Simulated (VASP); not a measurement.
Mg6SbMo:

```xyz
8
Lattice="5.0033 0.0000 0.0000 0.0000 3.1125 5.2674 0.0000 -3.1125 5.2674" Properties=species:S:1:pos:R:3 pbc="T T T"
Sb    2.5017    0.0000    7.1189
Mo    0.0000    0.0000    8.7666
Mg    2.5017    0.0000    1.7531
Mg    2.5017    1.6186    4.3639
Mg    2.5017   -1.6186    4.3639
Mg    0.0000    0.0000    3.5220
Mg    0.0000    1.5924    6.1253
Mg    0.0000   -1.5924    6.1253
```

The cell comes from a database or a generator and needn't be the stable form of this composition.

```yaml
Program: VASP 6.6.1
Task: single point
Functional: PBE
Potentials_or_basis: VASP PAW PBE potentials, release 64 (Sb, Mo_sv, Mg)
Cutoff: 520 eV
k_mesh: 6 × 5 × 5
Occupations: fermi-dirac, width 0.05 eV
Spin: no spin polarisation
```

On this cell: pressure 0.0 GPa; largest force 0.047 eV/Å; band gap on the k mesh none (metal or under the smearing width).

The same run follows on a disturbed copy (atoms moved at random, drawn with an rms of 0.05 Å):

```
Sb Mo Mg
1.0
     5.00334    0.00000    0.00000
     0.00000    3.11245    5.26738
     0.00000   -3.11245    5.26738
Sb Mo Mg
1 1 6
Direct
  0.49673 0.69040 0.66895
  0.99105 0.82837 0.83741
  0.48986 0.17536 0.16073
  0.49027 0.67377 0.15319
  0.49988 0.14888 0.67683
  0.00476 0.33895 0.33700
  0.99165 0.84551 0.33067
  0.99987 0.32294 0.82771
```

What does the disturbed cell give?

The energy (extrapolated to zero smearing) moves by +6.3 meV/atom; pressure 0.3 GPa; largest force 0.404 eV/Å; band gap on the k mesh none (metal or under the smearing width).

Forces on the atoms (eV/Å):
```
Sb  -0.077 -0.280 -0.280
Mo   0.144  0.102 -0.014
Mg   0.163  0.042 -0.024
Mg   0.106 -0.041  0.187
Mg  -0.009  0.176  0.183
Mg  -0.243  0.080 -0.148
Mg  -0.001  0.015 -0.192
Mg  -0.082 -0.092  0.288
```

Stress tensor (GPa, compression positive):
```
 0.10  0.00 -0.02
 0.00  0.37  0.05
-0.02  0.05  0.41
```
